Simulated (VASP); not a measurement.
```
HfNb
1.0
    1.55686     0.89885     4.97426
   -1.55686     0.89885     4.97426
    0.00000    -1.79771     4.97426
Nb Hf
1 1
Direct
  0.00000   0.00000   0.00000
  0.50000   0.50000   0.50000
```

The numbers are results of PBE GGA, VASP's PBE PAW potentials (set 64) (plane waves; VASP), not measurements. Settings: 300 eV cut-off, 9×9×9 Γ-centred mesh, Fermi-Dirac smearing of 0.14 eV, potentials Nb_sv Hf_pv.

At this cut-off the stress carries a Pulay error, which pulls relaxed volumes low.

**Question.** Give the stress tensor in GPa (positive for a compressed cell).

**Answer.** 
```
-3.32   0.00   0.00
 0.00  -3.32   0.00
 0.00   0.00  -2.65
```
The pressure is its mean diagonal, -3.10 GPa.

The structure was generated: HfNb was put into an ordered model structure, which need not be its known phase. The cell was not relaxed at this level. The electron count is odd and the run is not spin-polarised, which forces a metal.
